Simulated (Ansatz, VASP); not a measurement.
# GaH2N (H-GaN-H chair bilayer, AA) in two plane-wave programs

Aim: how closely do two programs agree when they are given the same cell, functional and k mesh? The structure shown is the start of the Ansatz relaxation below; VASP solves that cell, so the two are compared at the walk's first step.

Calculated with Ansatz 0.2.0; plane waves, with VASP 6.6.1 beside it; single point at PBE with D3(BJ).

## (1) The structure

The cell holds 8 atoms: 4 H, 2 N and 2 Ga. Its edges and angles: a = 3.184 Å, b = 3.185 Å, c = 48.387 Å, α = 90.0°, β = 90.0°, γ = 120.0°. Vacuum lies along c.

## (2) Ansatz: relaxation, PBE with D3(BJ)

Ansatz runs on its default PAW (the set named soft_2) files.

The two programs are compared at the cell with which this relaxation starts, whose forces are those of its first step.

Input file input.yaml:

```yaml
crystal:
  lattice:
    - [3.1845, 0.0, 0.0]
    - [-1.59225, 2.7578578984, 0.0]
    - [0.0, 0.0, 48.3866666667]
  atoms:
    - { symbol: H, position: [0.6666666667, 0.3333333333, 0.4102369799] }
    - { symbol: "N", position: [0.6666666667, 0.3333333333, 0.4313171673] }
    - { symbol: Ga, position: [0.3333333333, 0.6666666667, 0.444612841] }
    - { symbol: H, position: [0.3333333333, 0.6666666667, 0.4762331221] }
    - { symbol: H, position: [0.6666666667, 0.3333333333, 0.5237668779] }
    - { symbol: "N", position: [0.6666666667, 0.3333333333, 0.5448470653] }
    - { symbol: Ga, position: [0.3333333333, 0.6666666667, 0.558142739] }
    - { symbol: H, position: [0.3333333333, 0.6666666667, 0.5897630201] }
  periodic: [true, true, false]
kpoints:
  mp_grid: { grid: [12, 12, 1] }
hamiltonian:
  xc: pbe
  dispersion: d3bj
scf:
  occupations: { method: fermi_dirac, width: 0.05 }
  convergence: { dr2_threshold: 1.0e-09 }
relax:
  f_tol: 0.004
  max_steps: 90
  cell: {}
output:
  write_potential: true
  write_density: true
  volumetric_format: npy
```

Started as:

```
ansatz run input.yaml --threads 4 --pin off --max-ram 12288MiB --backend cpu --events-out ev --progress --plain --runs-dir out
```

Numbers of over 12 decimals in the logs are rounded to 6 here.

What it wrote:

```text
Warning: relax.cell: scf.convergence.dr2_threshold = 1e-9 eV is looser than the 2.29100643825e-10 eV advised for a relaxation that steers and ends on the stress (1e-10 eV for each atom of the cell: 8, times the square of relax.cell.stress_2d_tol = 0.05 N/m over 18.7 Å (the atoms' height at the walk's start and 5 Å past either face), 2.676e-2 GPa, over a crystal's default 0.05). What an SCF threshold leaves in a stress goes as its square root, and in the free energy as the threshold itself, and one threshold admits the most on a small cell: [figures from the program's tests cut] Set scf.convergence.dr2_threshold to 2.29100643825e-10 eV or tighter. [rest of the remark cut]
Engine: ansatz 0.2.0, aarch64-unknown-linux-gnu
Pseudopotentials: kind: paw
Pseudopotential: H, paw, valence charge 1, recommended cutoff 420 eV (normal), H.paw.azcp
Pseudopotential: N, paw, valence charge 5, recommended cutoff 420 eV (normal), N.paw.azcp
Pseudopotential: Ga, paw, valence charge 13, recommended cutoff 420 eV (normal), Ga.paw.azcp
Functional definition: PBE
  parameter kappa = 0.804
  parameter beta = 0.066725
  exchange = pbe_x(kappa = kappa, mu = beta*pi^2/3)
  correlation = pbe_c(beta = beta)
Crystal: 8 atoms, lattice volume = 424.951 Å³
Basis set: ecut = 420 eV, 8381 PW (Γ), exchange–correlation on 48×48×648 points (8 copies of the dense FFT grid, shifted against one another)
Bands: 28, of which v1, the nominal top of the filled ones, is band 20 counted from 1 (19 counted from 0)
Symmetry: 6 space group operations
Space group: P3m1 (ITA 156), of the structure as read, at distance tolerance 7.5e-5 Å
k-points: 19 of 144 (time reversal used)
Non-local potential: H, projectors of the file, l = 0: 2, l = 1: 1
Non-local potential: N, projectors of the file, l = 0: 2, l = 1: 2, l = 2: 1
Non-local potential: Ga, projectors of the file, l = 0: 2, l = 1: 2, l = 2: 3, l = 3: 1
PAW form: soft (Blöchl's): semilocal exchange-correlation on the pseudo side does not see the compensation charge
PAW one-centre angular grid: H, 110 points (default); XC on 64 Gauss nodes
PAW one-centre angular grid: N, 110 points (default); XC on 64 Gauss nodes
PAW one-centre angular grid: Ga, 590 points (default); XC on 64 Gauss nodes
Initial density: superposition of atomic densities (neutral atoms: chi_scale 0, normalization atom), corrected by the library's trained network
Initial wavefunctions: pseudopotential atomic-orbital guess
Functional: x = pbe(κ = 0.804, μ = 0.219515), c = pbe(β = 0.066725)
SCF iter   1: F=—  HF=-8399.870360 eV  |F-HF|=—  |Δ(HF+E_count)|=         —  Δρ=1.46e-3  dr2=1.79e-1  ethr=1.77e-3  ⟨swp⟩=11.4  Hψ=3626  notcnv=0  defer=18
preconditioner: auto → Resta (q_TF=auto, 1.840 Å⁻¹)  ε∞=1.5  [insulator: Δε(μ)=1.717 eV  Ē_g=15.532 eV  σ=0.050 eV  W_gap=1.00  n_scr=28 (ndim 8)  ℏωp=11.4 eV  f_vac=0.773  D(μ)=0.00/eV (n_scr^D=0)  ε∞_Penn≈1.5  vacuum switching on, ρ_ref=1.7e-2 e/Å³]
SCF iter   2: F=—  HF=-8399.836375 eV  |F-HF|=—  |Δ(HF+E_count)|=   3.40e-2  Δρ=2.89e-3  dr2=7.68e-1  ethr=4.48e-4  ⟨swp⟩=4.6  Hψ=1024  notcnv=0  defer=41  recentre
preconditioner: auto → LDOS  [metal: Δε(μ)=0.148 eV  Ē_g=14.602 eV  σ=0.050 eV  W_gap=0.48  n_scr=28 (ndim 8)  ℏωp=11.4 eV  f_vac=0.774  D(μ)=1.63/eV (n_scr^D=12)  β→1.0]
SCF iter   3: F=—  HF=-8399.846877 eV  |F-HF|=—  |Δ(HF+E_count)|=   1.05e-2  Δρ=9.60e-4  dr2=1.20e-1  ethr=4.48e-4  ⟨swp⟩=4.1  Hψ=994  notcnv=0  defer=42
SCF iter   4: F=—  HF=-8399.819720 eV  |F-HF|=—  |Δ(HF+E_count)|=   2.72e-2  Δρ=6.96e-4  dr2=5.22e-2  ethr=3.00e-4  ⟨swp⟩=3.8  Hψ=895  notcnv=0  defer=41
SCF iter   5: F=—  HF=-8399.810774 eV  |F-HF|=—  |Δ(HF+E_count)|=   8.95e-3  Δρ=6.98e-4  dr2=3.94e-2  ethr=1.31e-4  ⟨swp⟩=4.6  Hψ=814  notcnv=0  defer=41
SCF iter   6: F=—  HF=-8399.809783 eV  |F-HF|=—  |Δ(HF+E_count)|=   9.90e-4  Δρ=2.93e-4  dr2=8.25e-3  ethr=9.86e-5  ⟨swp⟩=2.5  Hψ=782  notcnv=0  defer=42
SCF iter   7: F=—  HF=-8399.809384 eV  |F-HF|=—  |Δ(HF+E_count)|=   4.00e-4  Δρ=2.01e-4  dr2=4.93e-3  ethr=2.06e-5  ⟨swp⟩=1.9  Hψ=664  notcnv=0  defer=42
SCF iter   8: F=—  HF=-8399.809126 eV  |F-HF|=—  |Δ(HF+E_count)|=   2.58e-4  Δρ=1.15e-4  dr2=1.98e-3  ethr=1.23e-5  ⟨swp⟩=1.9  Hψ=537  notcnv=0  defer=42
SCF iter   9: F=—  HF=-8399.808989 eV  |F-HF|=—  |Δ(HF+E_count)|=   1.37e-4  Δρ=3.80e-5  dr2=1.30e-4  ethr=4.94e-6  ⟨swp⟩=1.4  Hψ=499  notcnv=0  defer=42
[...]
SCF iter   3: F=—  HF=-8399.956383 eV  |F-HF|=—  |Δ(HF+E_count)|=   6.36e-5  Δρ=7.80e-6  dr2=3.03e-6  ethr=7.40e-8  ⟨swp⟩=2.1  Hψ=655  notcnv=0  defer=4
[...]
SCF iter   5: F=—  HF=-8399.956428 eV  |F-HF|=—  |Δ(HF+E_count)|=   3.73e-6  Δρ=4.28e-6  dr2=1.27e-6  ethr=6.19e-9  ⟨swp⟩=1.1  Hψ=530  notcnv=0  defer=4
SCF iter   6: F=—  HF=-8399.956433 eV  |F-HF|=—  |Δ(HF+E_count)|=   5.54e-6  Δρ=2.91e-6  dr2=5.16e-7  ethr=3.17e-9  ⟨swp⟩=1.4  Hψ=541  notcnv=0  defer=4
SCF iter   7: F=—  HF=-8399.956448 eV  |F-HF|=—  |Δ(HF+E_count)|=   1.47e-5  Δρ=4.40e-7  dr2=1.95e-9  ethr=1.29e-9  ⟨swp⟩=2.1  Hψ=598  notcnv=0  defer=4
SCF iter   8: F=—  HF=-8399.956448 eV  |F-HF|=—  |Δ(HF+E_count)|=   2.07e-7  Δρ=2.48e-7  dr2=6.33e-9  ethr=2.50e-12  ⟨swp⟩=18.8  Hψ=4752  notcnv=0
iter 9 met the thresholds in force, and the SCF goes on: an eigenvalue changes by 4.15 meV, over its tolerance of 1.10 meV (output.eigenvalues, Limitations)
SCF iter   9: F=-8399.956448 eV  HF=-8399.956448 eV  |F-HF|=3.12e-8  |Δ(HF+E_count)|=   3.50e-7  Δρ=1.11e-7  dr2=1.57e-10  ethr=2.50e-12  ⟨swp⟩=12.2  Hψ=3912  notcnv=0
iter 10 met the thresholds in force, and the SCF goes on: an eigenvalue changes by 2.41 meV, over its tolerance of 1.04 meV (output.eigenvalues, Limitations)
SCF iter  10: F=-8399.956448 eV  HF=-8399.956448 eV  |F-HF|=1.51e-8  |Δ(HF+E_count)|=   1.61e-8  Δρ=2.82e-8  dr2=1.82e-11  ethr=1.00e-12  ⟨swp⟩=8.5  Hψ=3326  notcnv=0
Mixer restart at iter 10: flushing history
SCF iter  11: F=-8399.956448 eV  HF=-8399.956448 eV  |F-HF|=2.80e-10  |Δ(HF+E_count)|=   1.53e-8  Δρ=5.30e-8  dr2=2.61e-10  ethr=1.00e-12  ⟨swp⟩=9.6  Hψ=3247  notcnv=0
SCF 9 converged in 11 iterations: F = -8399.956448 eV  dr2 = 2.61e-10
relax step   9: F+E_penalty+E_count = -8399.95644803 eV  Δ(F+E_penalty+E_count) = -1.133e-4 eV  max|allowed force component| = 1.250e-3 eV/Å  Δτ_max = 0.0000 Å  P = +0.007 N/m  Ω = 430.617 Å³  fix = [c, alpha, beta]  reactions: c +0.000 N/m  stress off target by 6.79e-3 N/m on what of the cell is left free  SCF on the basis re-selected at this cell (its energy is not comparable with the rows above)  (11 SCF iters)
basis re-selected at this cell: Δ(F+E_penalty+E_count) = -1.133e-4 eV, ΔP = +0.001 N/m vs the last step (what re-selecting the basis moved, of the pressure what is left beyond the Pulay correction that the steps carried, after the strain that the cell walked since its last selection, with what the two solves' SCF thresholds leave and, on support functions, any second-order correction that the steps lacked; it is no m [...]
WARN: The output density's exchange-correlation potential varies sharply where the density is thin. Do not read a vacuum level from v_tot or v_xc, or from such a field of the output density. On a cell that repeats whose density bears no net charge and no dipole along the vacuum's axis use v_es (v_loc + v_h of the components); under efield.dipole_correction with no amplitude use v_es + v_field, which holds any externa [...]
SCF converged after 11 iterations
an eigenvalue changed by more than its tolerance at an iteration that met the thresholds in force, so the SCF went on 2 times, its first undamped step at iteration 10: the last check found none over its tolerance
Free energy (F): -8399.956448 eV
Harris-Foulkes:  -8399.956448 eV  (|F-HF|=2.80e-10)
Internal energy: -8399.954683 eV  (E = F + TS)
E sigma→0 (E₀):  -8399.955565 eV
Entropy (-TS):   -0.001765 eV (-0.221 meV/atom)
Fermi energy:    -4.347007 eV
--- Per-component energies (eV) ---
  E_band       = -588.492246
  E_kinetic    = 547.770355
  E_local      = -155143.576534  (includes V_loc(G=0)·N_el)
  E_nonlocal   = 951.358213
  E_hartree    = 77119.872606
  E_xc         = -292.553178
  E_vxc        = -312.947754  (∫ρ·V_xc dr)
  E_paw        = -4239.065782  (= ΣΔE_a)
  E_vpaw       = -870.835758  (= ΣTr[D̂ρ^β])
  E_aug_tail   = -0.005005  (compensation charges beyond the density's cutoff)
  E_ewald      = 72656.971363
  E_disp       = -0.726720  (pairwise vdW)
  E_smearing   = -0.001765  (= −TS)
  E_closure    = 0.000000  (closes the sum)
  Σ components = -8399.956448   (vs F -8399.956448, Δ=0.00e0)
--- Forces (eV/Å), atoms counted from 1 ---
  atom   1  H      0.00000000    -0.00000000    -0.00095066
  atom   2  N      0.00000000    -0.00000000    -0.00025315
  atom   3  Ga     0.00000000    -0.00000000     0.00112973
  atom   4  H      0.00000000     0.00000000    -0.00007249
  atom   5  H     -0.00000000    -0.00000000    -0.00076966
  atom   6  N      0.00000000     0.00000000    -0.00052074
  atom   7  Ga     0.00000000    -0.00000000     0.00125078
  atom   8  H     -0.00000000     0.00000000     0.00019373
  max |Σ_I F_I| component: 7.55e-6 eV/Å
--- 2D stress c σ (N/m, compression-positive) ---
        0.006789      -0.000000      -0.000000
        0.000000       0.006789      -0.000000
       -0.000000      -0.000000       0.000000
  P = ½ c Tr σ = 0.0068 N/m
--- Band table (eV; the first three rows and the last of 19) ---
  k-point 0: bands = [... 16 lower, -7.3289, -6.0772, -4.4356, -4.4356, -4.3261, -3.1498, -2.7500, -2.2460, ... 4 higher]
  k-point 1: bands = [... 16 lower, -7.4225, -6.0543, -4.8574, -4.5292, -4.1085, -2.9724, -2.5620, -2.0605, ... 4 higher]
  k-point 2: bands = [... 16 lower, -7.6679, -6.2091, -5.5473, -4.7745, -3.6583, -2.5279, -2.0831, -1.5457, ... 4 higher]
  k-point 18: bands = [... 16 lower, -8.9645, -7.9565, -7.6849, -4.9679, -0.8897, -0.0676, 1.1661, 1.4293, ... 4 higher]
  the weakly bound empty levels are not read free of the cell's end (no_gap_told)
--- Relaxed structure (7 steps of the walk, 7 accepted, 2 SCFs on fresh bases) ---
  F+E_penalty+E_count = -8399.95644803 eV   max|allowed force component| = 1.250e-3 eV/Å   (the final SCF, on the basis selected at the relaxed cell)
  cell:  # Å, volume = 430.6168 Å³
    - [3.205659, 7.830416923637084e-19, 0]
    - [-1.602830, 2.776182, 0]
    - [0, 0, 48.3866666667]
  atoms:
    - { symbol: H, position: [0.666667, 0.333333, 0.416312] }
    - { symbol: N, position: [0.666667, 0.333333, 0.437486] }
    - { symbol: Ga, position: [0.333333, 0.666667, 0.452335] }
    - { symbol: H, position: [0.333333, 0.666667, 0.484357] }
    - { symbol: H, position: [0.666667, 0.333333, 0.515821] }
    - { symbol: N, position: [0.666667, 0.333333, 0.536979] }
    - { symbol: Ga, position: [0.333333, 0.666667, 0.551821] }
    - { symbol: H, position: [0.333333, 0.666667, 0.583809] }
```

Reading the cycles: dr2 is the Hartree energy of the density residual (eV), the measure of convergence; HF is the Harris–Foulkes estimate of the energy, which meets the free energy F at convergence.

[end of part 1 of 2]

[Lines on the potential files, build, host, timing and source positions are cut from VASP's logs without a mark.]

[Logs are printed without paths, hosts, clocks, repeated set-up lines and the standing remarks that a program may print on its own settings, such as how far it seeks lower states.]

[Hosts, paths, dates, database ids (printed as entryN), source tags and the programs' standing remarks are cut or masked in the printed files.]
